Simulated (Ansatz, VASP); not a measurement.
**TiTe2 (1T-TiTe2 monolayer) in two plane-wave programs**

Wanted: the spread between two codes on one cell, functional and k mesh. The structure shown is the start of the Ansatz relaxation below; VASP solves that cell, so the two are compared at the walk's first step.

Main program and level: Ansatz 0.2.0; plane waves, with VASP 6.6.1 beside it; single point at PBE with D3(BJ).

## (1) Set-up

The cell holds 3 atoms: 2 Te and 1 Ti. Its edges and angles: a = 3.750 Å, b = 3.750 Å, c = 38.376 Å, α = 90.0°, β = 90.0°, γ = 120.0°. Vacuum lies along c.

## (2) Ansatz: relaxation, PBE with D3(BJ)

Ansatz runs on its PAW soft_1 files.

The two programs are compared at the cell with which this relaxation starts, whose forces are those of its first step.

The input, input.yaml:

```yaml
crystal:
  lattice:
    - [3.75, 0.0, 0.0]
    - [-1.875, 3.2475952642, 0.0]
    - [0.0, 0.0, 38.3759216517]
  atoms:
    - { symbol: Te, position: [0.6666666667, 0.3333333333, 0.4521064056] }
    - { symbol: Ti, position: [0.0, 0.0, 0.5] }
    - { symbol: Te, position: [0.3333333333, 0.6666666667, 0.5478935944] }
  periodic: [true, true, false]
kpoints:
  mp_grid: { grid: [12, 12, 1] }
hamiltonian:
  xc: pbe
  dispersion: d3bj
  pseudopotentials: { kind: paw, azcp: { folder: soft_1 } }
scf:
  occupations: { method: fermi_dirac, width: 0.05 }
  convergence: { dr2_threshold: 1.0e-09 }
relax:
  f_tol: 0.004
  max_steps: 90
  cell: {}
output:
  write_potential: true
  write_density: true
  volumetric_format: npy
```

Command:

```bash
$ ansatz run input.yaml --threads 4 --pin off --max-ram 6144MiB --backend cpu --events-out ev --progress --plain --runs-dir out
```

Numbers of over 12 decimals in the logs are rounded to 6 here.

The program printed:

```text
Warning: relax.cell: scf.convergence.dr2_threshold = 1e-9 eV is looser than the 1.60401360092e-10 eV advised for a relaxation that steers and ends on the stress (1e-10 eV for each atom of the cell: 3, times the square of relax.cell.stress_2d_tol = 0.05 N/m over 13.7 Å (the atoms' height at the walk's start and 5 Å past either face), 3.656e-2 GPa, over a crystal's default 0.05). What an SCF threshold leaves in a stress goes as its square root, and in the free energy as the threshold itself, and one threshold admits the most on a small cell: [figures from the program's tests cut] Set scf.convergence.dr2_threshold to 1.60401360092e-10 eV or tighter. [rest of the remark cut]
Engine: ansatz 0.2.0, aarch64-unknown-linux-gnu
Pseudopotentials: kind: paw
Pseudopotential: Te, paw, valence charge 16, recommended cutoff 420 eV (normal), soft_1/Te.paw.azcp
Pseudopotential: Ti, paw, valence charge 12, recommended cutoff 420 eV (normal), soft_1/Ti.paw.azcp
Functional definition: PBE
  parameter kappa = 0.804
  parameter beta = 0.066725
  exchange = pbe_x(kappa = kappa, mu = beta*pi^2/3)
  correlation = pbe_c(beta = beta)
Crystal: 3 atoms, lattice volume = 467.360 Å³
Basis set: ecut = 420 eV, 9177 PW (Γ), exchange–correlation on 54×54×540 points (8 copies of the dense FFT grid, shifted against one another)
Bands: 27, of which v1, the nominal top of the filled ones, is band 22 counted from 1 (21 counted from 0)
Symmetry: 12 space group operations
Space group: P-3m1 (ITA 164), of the structure as read, at distance tolerance 7.8e-5 Å
k-points: 19 of 144
Non-local potential: Te, projectors of the file, l = 0: 2, l = 1: 2, l = 2: 2, l = 3: 1
Non-local potential: Ti, projectors of the file, l = 0: 3, l = 1: 2, l = 2: 3, l = 3: 1
PAW form: soft (Blöchl's): semilocal exchange-correlation on the pseudo side does not see the compensation charge
PAW one-centre angular grid: Te, 590 points (default); XC on 64 Gauss nodes
PAW one-centre angular grid: Ti, 590 points (default); XC on 64 Gauss nodes
Initial density: superposition of atomic densities (neutral atoms: chi_scale 0, normalization atom)
Initial wavefunctions: pseudopotential atomic-orbital guess
Functional: x = pbe(κ = 0.804, μ = 0.219515), c = pbe(β = 0.066725)
SCF iter   1: F=—  HF=-16463.101816 eV  |F-HF|=—  |Δ(HF+E_count)|=         —  Δρ=1.18e-2  dr2=1.37e0  ethr=3.10e-3  ⟨swp⟩=15.4  Hψ=3466  notcnv=0
preconditioner: auto → LDOS  [metal: Δε(μ)=0.047 eV  Ē_g=6.084 eV  σ=0.050 eV  W_gap=0.23  n_scr=22 (ndim 8)  ℏωp=6.9 eV  f_vac=0.787  D(μ)=1.39/eV (n_scr^D=8)  β→1.0]
SCF iter   2: F=—  HF=-16463.403731 eV  |F-HF|=—  |Δ(HF+E_count)|=   3.02e-1  Δρ=1.15e-2  dr2=4.35e0  ethr=3.10e-3  ⟨swp⟩=4.7  Hψ=1675  notcnv=0  recentre
SCF iter   3: F=—  HF=-16462.828497 eV  |F-HF|=—  |Δ(HF+E_count)|=   5.75e-1  Δρ=3.74e-3  dr2=1.49e-1  ethr=3.10e-3  ⟨swp⟩=4.7  Hψ=1381  notcnv=0
SCF iter   4: F=—  HF=-16462.808164 eV  |F-HF|=—  |Δ(HF+E_count)|=   2.03e-2  Δρ=1.22e-3  dr2=9.61e-3  ethr=3.39e-4  ⟨swp⟩=3.2  Hψ=963  notcnv=0
SCF iter   5: F=—  HF=-16462.806743 eV  |F-HF|=—  |Δ(HF+E_count)|=   1.42e-3  Δρ=1.84e-4  dr2=1.03e-4  ethr=2.18e-5  ⟨swp⟩=3.7  Hψ=1029  notcnv=0
SCF iter   6: F=—  HF=-16462.806882 eV  |F-HF|=—  |Δ(HF+E_count)|=   1.39e-4  Δρ=5.11e-5  dr2=5.13e-6  ethr=2.34e-7  ⟨swp⟩=3.1  Hψ=1081  notcnv=0
SCF iter   7: F=—  HF=-16462.806893 eV  |F-HF|=—  |Δ(HF+E_count)|=   1.05e-5  Δρ=1.61e-5  dr2=1.90e-6  ethr=1.17e-8  ⟨swp⟩=3.0  Hψ=1056  notcnv=0
SCF iter   8: F=—  HF=-16462.806910 eV  |F-HF|=—  |Δ(HF+E_count)|=   1.73e-5  Δρ=2.16e-6  dr2=1.76e-8  ethr=4.33e-9  ⟨swp⟩=3.2  Hψ=1153  notcnv=0
SCF iter   9: F=—  HF=-16462.806910 eV  |F-HF|=—  |Δ(HF+E_count)|=   8.13e-8  Δρ=5.95e-7  dr2=3.21e-9  ethr=4.00e-11  ⟨swp⟩=3.4  Hψ=1165  notcnv=0
SCF iter  10: F=-16462.806910 eV  HF=-16462.806910 eV  |F-HF|=1.11e-9  |Δ(HF+E_count)|=   6.82e-9  Δρ=1.15e-7  dr2=6.60e-11  ethr=2.27e-12  ⟨swp⟩=11.6  Hψ=3760  notcnv=0
SCF 1 converged in 10 iterations: F = -16462.806910 eV  dr2 = 6.60e-11
  greatest PAW one-centre occupation: 0.999 electrons in one spin orbital (limit 2), on the Ti atom at site 1 (counted from 0), in its partial waves of l = 0
relax step   1: F+E_penalty+E_count = -16462.80691018 eV  Δ(F+E_penalty+E_count) = +0.000e0 eV  max|allowed force component| = 8.470e-1 eV/Å  Δτ_max = 0.0000 Å  P = -2.821 N/m  Ω = 467.360 Å³  fix = [c, alpha, beta]  reactions: c -0.000 N/m  (10 SCF iters, accepted)
[...]
relax step   5: F+E_penalty+E_count = -16462.91686542 eV  Δ(F+E_penalty+E_count) = -7.729e-4 eV  max|allowed force component| = 3.219e-3 eV/Å  Δτ_max = 0.0042 Å  P = +0.009 N/m  Ω = 449.826 Å³  energy of the carried Pulay correction = +5.749e-4 eV  fix = [c, alpha, beta]  reactions: c +0.000 N/m  (8 SCF iters, accepted)
[...]
relax step   6: F+E_penalty+E_count = -16462.91622924 eV  Δ(F+E_penalty+E_count) = +6.362e-4 eV  max|allowed force component| = 3.379e-3 eV/Å  Δτ_max = 0.0000 Å  P = +0.012 N/m  Ω = 449.826 Å³  fix = [c, alpha, beta]  reactions: c +0.000 N/m  stress off target by 1.19e-2 N/m on what of the cell is left free  SCF on the basis re-selected at this cell (its energy is not comparable with the rows above)  (5 SCF iters)
basis re-selected at this cell: Δ(F+E_penalty+E_count) = +6.362e-4 eV, ΔP = +0.003 N/m vs the last step (what re-selecting the basis moved, of the pressure what is left beyond the Pulay correction that the steps carried, after the strain that the cell walked since its last selection, with what the two solves' SCF thresholds leave and, on support functions, any second-order correction that the steps lacked; it is no measure of the basis error at this ecutwfc). The dense FFT grid was sized anew with the basis: this SCF ran on 25×25×270 points, the steps before it on 27×27×270, so part of this shift can come from that change (see relax.cell in the input reference). [rest of the remark cut]
WARN: The output density's exchange-correlation potential varies sharply where the density is thin. Do not read a vacuum level from v_tot or v_xc, or from such a field of the output density. On a cell that repeats whose density bears no net charge and no dipole along the vacuum's axis use v_es (v_loc + v_h of the components); under efield.dipole_correction with no amplitude use v_es + v_field, which holds any externa [...]
SCF converged after 5 iterations
Free energy (F): -16462.916229 eV
Harris-Foulkes:  -16462.916229 eV  (|F-HF|=3.51e-9)
Internal energy: -16462.905715 eV  (E = F + TS)
E sigma→0 (E₀):  -16462.910972 eV
Entropy (-TS):   -0.010514 eV (-3.505 meV/atom)
Fermi energy:    -4.767389 eV
--- Per-component energies (eV) ---
  E_band       = -1326.465393
  E_kinetic    = 624.788149
  E_local      = -120152.953663  (includes V_loc(G=0)·N_el)
  E_nonlocal   = 193.547528
  E_hartree    = 59662.457208
  E_xc         = -360.854138
  E_vxc        = -349.029266  (∫ρ·V_xc dr)
  E_paw        = -10385.870070  (= ΣΔE_a)
  E_vpaw       = -967.734470  (= ΣTr[D̂ρ^β])
  E_aug_tail   = 0.000102  (compensation charges beyond the density's cutoff)
  E_ewald      = 53957.058038
  E_disp       = -1.078869  (pairwise vdW)
  E_smearing   = -0.010514  (= −TS)
  E_closure    = 0.000000  (closes the sum)
  Σ components = -16462.916229   (vs F -16462.916229, Δ=0.00e0)
--- Forces (eV/Å), atoms counted from 1 ---
  atom   1  Te     0.00000000     0.00000000    -0.00337930
  atom   2  Ti     0.00000000    -0.00000000     0.00000000
  atom   3  Te     0.00000000    -0.00000000     0.00337930
  max |Σ_I F_I| component: 9.25e-18 eV/Å
--- 2D stress c σ (N/m, compression-positive) ---
        0.011911      -0.000000       0.000000
       -0.000000       0.011911      -0.000000
        0.000000      -0.000000       0.000000
  P = ½ c Tr σ = 0.0119 N/m
--- Band table (eV; the first three rows and the last of 19) ---
  k-point 0: bands = [... 18 lower, -6.1169, -6.1169, -4.3276, -4.2697, -4.2697, -3.4045, -3.4045, -1.2323, ... 1 higher]
  k-point 1: bands = [... 18 lower, -6.1066, -5.9184, -4.7358, -4.4827, -4.3275, -3.4828, -3.2753, -1.7178, ... 1 higher]
  k-point 2: bands = [... 18 lower, -6.0989, -5.9668, -5.7134, -4.8486, -4.4144, -3.4756, -3.1548, -2.3609, ... 1 higher]
  k-point 18: bands = [... 18 lower, -8.5187, -7.6254, -6.7709, -6.7709, -3.5398, -3.4990, -3.4990, -2.2326, ... 1 higher]
  the weakly bound empty levels are not read free of the cell's end (no_gap_told)
--- Relaxed structure (5 steps of the walk, 5 accepted, 1 SCFs on fresh bases) ---
  F+E_penalty+E_count = -16462.91622924 eV   max|allowed force component| = 3.379e-3 eV/Å   (the final SCF, on the basis selected at the relaxed cell)
  cell:  # Å, volume = 449.8261 Å³
    - [3.678982, 0.0, 0]
    - [-1.839491, 3.186092, 0]
    - [0, 0, 38.3759216517]
  atoms:
    - { symbol: Te, position: [0.666667, 0.333333, 0.454089] }
    - { symbol: Ti, position: [0, 0, 0.500000] }
    - { symbol: Te, position: [0.333333, 0.666667, 0.545911] }
```

Reading the cycles: dr2 is the Hartree energy of the density residual (eV), the measure of convergence; HF is the Harris–Foulkes estimate of the energy, which meets the free energy F at convergence.

## (3) VASP: single point, PBE with D3(BJ), start cell

The same cell, functional, mesh and smearing now go to VASP, with its own data sets.

Lines of VASP's logs that name or quote its potential files are left out, and so is its time.

The input, INCAR:

```
SYSTEM = TiTe2
PREC = Accurate
ENCUT = 400
EDIFF = 1E-06
NELM = 120
ISMEAR = -1
SIGMA = 0.05
LREAL = .FALSE.
ALGO = Normal
GGA = PE
IVDW = 12
NBANDS = 18
LASPH = .TRUE.
LORBIT = 11
LWAVE = .FALSE.
LCHARG = .FALSE.
ISIF = 2
LDIPOL = .TRUE.
IDIPOL = 3
DIPOL = 0.5 0.5 0.5
LVHAR = .TRUE.
GGA_COMPAT = .FALSE.
NELMDL = -8
```

The input, POSCAR:

```
TiTe2
1.0
    3.7500000000      0.0000000000      0.0000000000
   -1.8750000000      3.2475950000      0.0000000000
    0.0000000000      0.0000000000     38.3759220000
Te Ti
2 1
Direct
    0.6666667180      0.3333334360      0.4521064015
    0.3333334360      0.6666668719      0.5478935985
    0.0000000000      0.0000000000      0.5000000000
```

The input, KPOINTS:

```
Automatic mesh
0
Gamma
12 12 1
0 0 0
```

The projector-augmented-wave data sets are Te and Ti_sv (PBE family, release 64).

Command:

```bash
$ mpirun -np 1 vasp_std
```

The program printed:

```text
[banner, memory and clock lines left out]
running    1 mpi-ranks, on    1 nodes
 distrk:  each k-point on    1 cores,    1 groups
 distr:  one band on    1 cores,    1 groups

 POSCAR found type information on POSCAR TeTi
 POSCAR found :  2 types and       3 ions
 LDA part: xc-table for (Slater+PW92), standard interpolation
 POSCAR, INCAR and KPOINTS ok, starting setup
 FFT: planning ... GRIDC
 FFT: planning ... GRID_SOFT
 FFT: planning ... GRID
 WAVECAR not read
 entering main loop
       N       E                     dE             d eps       ncg     rms          rms(c)
DAV:   1     0.139969978540E+03    0.13997E+03   -0.88813E+03   860   0.765E+02
DAV:   2     0.660523943974E+00   -0.13931E+03   -0.13499E+03   980   0.203E+02
DAV:   3    -0.175731450967E+02   -0.18234E+02   -0.18024E+02  1272   0.666E+01
DAV:   4    -0.185625462754E+02   -0.98940E+00   -0.98563E+00   968   0.150E+01
DAV:   5    -0.186470785173E+02   -0.84532E-01   -0.84479E-01  1110   0.354E+00
DAV:   6    -0.186477169074E+02   -0.63839E-03   -0.63834E-03   938   0.411E-01
DAV:   7    -0.186477373703E+02   -0.20463E-04   -0.20463E-04  1084   0.625E-02
DAV:   8    -0.186477375596E+02   -0.18931E-06   -0.18927E-06   944   0.681E-03    0.119E+01
DAV:   9    -0.193301700687E+02   -0.68243E+00   -0.48664E+01   796   0.403E+01    0.182E+01
DAV:  10    -0.166761692348E+02    0.26540E+01   -0.54555E+01   860   0.406E+01    0.668E+00
DAV:  11    -0.162626294851E+02    0.41354E+00   -0.15913E+00   766   0.799E+00    0.313E+00
DAV:  12    -0.161412417642E+02    0.12139E+00   -0.13405E+00   874   0.729E+00    0.165E+00
DAV:  13    -0.161430591780E+02   -0.18174E-02   -0.47082E-01   838   0.485E+00    0.127E+00
DAV:  14    -0.161224513404E+02    0.20608E-01   -0.16574E-01   794   0.281E+00    0.360E-01
[...]
DAV:  21    -0.161215695777E+02   -0.93985E-04   -0.30165E-05   874   0.357E-02    0.878E-03
DAV:  22    -0.161216072518E+02   -0.37674E-04   -0.25918E-06   788   0.846E-03    0.434E-03
DAV:  23    -0.161216423918E+02   -0.35140E-04   -0.63257E-07   666   0.376E-03    0.404E-03
DAV:  24    -0.161216550402E+02   -0.12648E-04   -0.42829E-07   712   0.218E-03    0.341E-03
DAV:  25    -0.161216655995E+02   -0.10559E-04   -0.26947E-07   642   0.183E-03    0.710E-04
DAV:  26    -0.161216685824E+02   -0.29829E-05   -0.55824E-08   522   0.808E-04    0.336E-04
DAV:  27    -0.161216707691E+02   -0.21866E-05   -0.51226E-08   518   0.887E-04    0.597E-04
DAV:  28    -0.161216710911E+02   -0.32202E-06   -0.68001E-09   444   0.536E-04
   1 F= -.17142333E+02 E0= -.17136225E+02  d E =-.122166E-01
```

From OUTCAR (step 3):

```text
ion  position               nearest neighbor table
   1  0.667  0.333  0.452-   3 2.84   3 2.84   3 2.84
   2  0.333  0.667  0.548-   3 2.84   3 2.84   3 2.84
   3  0.000  0.000  0.500-   1 2.84   2 2.84   2 2.84   1 2.84   1 2.84   2 2.84

  LATTYP: Found a hexagonal cell.
 ALAT       =     3.7500000000
 C/A-ratio  =    10.2335792000

 Subroutine GETGRP returns: Found 12 space group operations
 (whereof 12 operations were pure point group operations)

The static configuration has the point symmetry D_3d.

 Found     19 irreducible k-points:

   k-points           NKPTS =     19   k-points in BZ     NKDIM =     19   number of bands    NBANDS=     18

   dimension x,y,z NGX =    24 NGY =   24 NGZ =  250
   dimension x,y,z NGXF=    48 NGYF=   48 NGZF=  500

   ENCUT  =  400.0 eV  29.40 Ry    5.42 a.u.   6.12  6.12 62.58*2*pi/ulx,y,z

   NELECT =      24.0000    total number of electrons

 k-points in reciprocal lattice and weights: Automatic mesh
   0.00000000  0.00000000  0.00000000       0.007
   0.08333333 -0.00000000  0.00000000       0.042
   0.16666667  0.00000000  0.00000000       0.042
   0.25000000 -0.00000000  0.00000000       0.042
   0.33333333 -0.00000000  0.00000000       0.042
   0.41666667 -0.00000000  0.00000000       0.042
   0.50000000 -0.00000000  0.00000000       0.021
   0.08333333  0.08333333  0.00000000       0.042
   0.16666667  0.08333333  0.00000000       0.083
[...]
0.33333333  0.25000000  0.00000000       0.083
   0.33333333  0.33333333  0.00000000       0.014

 dipolmoment           0.000000      0.000000      0.000000 electrons x Angstroem

 average (electrostatic) potential at core
       1 -96.8700       2 -96.8700       3 -84.4737

 E-fermi :  -2.7975

 k-point     1 :       0.0000    0.0000    0.0000
  band No.  band energies     occupation
    ...
      6     -14.0162      2.00000
      7      -6.9804      2.00000
      8      -4.4421      2.00000
      9      -3.9893      2.00000
     10      -3.9893      2.00000
     11      -2.4254      0.00117
     12      -2.3249      0.00016
     13      -2.3249      0.00016
     14      -1.5961      0.00000
     15      -1.5961      0.00000
    ...

 k-point     2 :       0.0833   -0.0000    0.0000
  band No.  band energies     occupation
    ...
      7      -6.8932      2.00000
      8      -4.6513      2.00000
      9      -3.9830      2.00000
     10      -3.8979      2.00000
     11      -2.7858      0.88428
     12      -2.5218      0.00804
     13      -2.4055      0.00079
     14      -1.6725      0.00000
     15      -1.4796      0.00000
     16      -0.1104      0.00000
    ...

 k-point     3 :       0.1667    0.0000    0.0000
  band No.  band energies     occupation
    ...
      8      -5.0751      2.00000
      9      -3.9856      2.00000
     10      -3.9668      2.00000
     11      -3.7624      2.00000
     12      -2.8569      1.53331
     13      -2.4827      0.00368
     14      -1.6644      0.00000
     15      -1.3746      0.00000
     16      -0.6813      0.00000
     17       0.0526      0.00000
    ...

 Edisp (eV)   -1.02066

  Total      -2.20621    -2.20621    -3.14405    -0.00000     0.00000     0.00000
  in kB      -7.56318    -7.56318   -10.77824    -0.00000     0.00000     0.00000
  external pressure =       -8.63 kB  Pullay stress =        0.00 kB

  energy-cutoff  :      400.00
  volume of cell :      467.36
      direct lattice vectors                 reciprocal lattice vectors
     3.750000000  0.000000000  0.000000000     0.266666667  0.153960084  0.000000000
    -1.875000000  3.247595000  0.000000000     0.000000000  0.307920169  0.000000000
     0.000000000  0.000000000 38.375922000     0.000000000  0.000000000  0.026058006

 POSITION                                       TOTAL-FORCE (eV/Angst)
 -----------------------------------------------------------------------------------
      1.87500      1.08253     17.35000         0.000000     -0.000000      0.834863
      0.00000      2.16506     21.02592        -0.000000      0.000000     -0.834863
      0.00000      0.00000     19.18796         0.000000      0.000000      0.000000
 -----------------------------------------------------------------------------------
    total drift:                               -0.000000     -0.000281      0.000000

  FREE ENERGIE OF THE ION-ELECTRON SYSTEM (eV)
  ---------------------------------------------------
  free  energy   TOTEN  =       -17.1423332991 eV

  energy  without entropy=      -17.1301167181  energy(sigma->0) =      -17.13622501

 vacuum level on the upper side and lower side of the slab         1.992         1.992

 total charge
# of ion       s       p       d       tot
------------------------------------------
    1        1.386   1.969   0.031   3.386
    2        1.386   1.969   0.031   3.386
    3        2.157   6.103   1.819  10.079
--------------------------------------------------
tot          4.929  10.041   1.881  16.850

[... 3 further parts left out ...]
```

This run has no spin polarisation, so a moment on Ti, if there is one, isn't seen.

## (4) Differences

Known differences besides the potentials themselves: Ansatz cuts the interaction across the vacuum, VASP repeats the sheet with a dipole correction; the data sets hold 44 valence electrons in Ansatz (on its PAW soft_1 files) and 24 in VASP; the cutoff is 420 eV in Ansatz and 400 eV in VASP. Total energies have different zeros and are not compared.

Forces (eV/Å; atoms numbered as in POSCAR):

| atom | Ansatz x, y, z | VASP x, y, z |
| --- | --- | --- |
| Te1 | 0.000, 0.000, 0.847 | 0.000, 0.000, 0.835 |
| Te2 | 0.000, 0.000, -0.847 | 0.000, 0.000, -0.835 |
| Ti3 | 0.000, 0.000, 0.000 | 0.000, 0.000, 0.000 |

The forces differ by 5.7 meV/Å r.m.s., which is 1.4 % of the r.m.s. force of 0.394 eV/Å (both taken over all components). With vacuum in the cell, a pressure given here is an average over mostly empty space and none of the material.

## (5) Summary of results

| Property | Result |
| --- | --- |
| r.m.s. force difference (single point, PBE with D3(BJ), start cell) | 1.4 % of the r.m.s. force |

In words: The r.m.s. force difference is 1.4 % of the r.m.s. force (single point, PBE with D3(BJ), start cell), within the 3 % picked in this series as the mark of a large difference. The data sets hold unlike numbers of valence electrons (44 in Ansatz and 24 in VASP), so part of the differences comes from the potentials. 1 further run of this series is not shown here. Such differences can come from data sets, numerical settings and the points named under the comparisons, not from the functional's error against experiment.

[Lines on the potential files, build, host, timing and source positions are cut from VASP's logs without a mark.]

[Logs are printed without paths, hosts, clocks, repeated set-up lines and the standing remarks that a program may print on its own settings, such as how far it seeks lower states.]

[Hosts, paths, dates, database ids (printed as entryN), source tags and the programs' standing remarks are cut or masked in the printed files.]
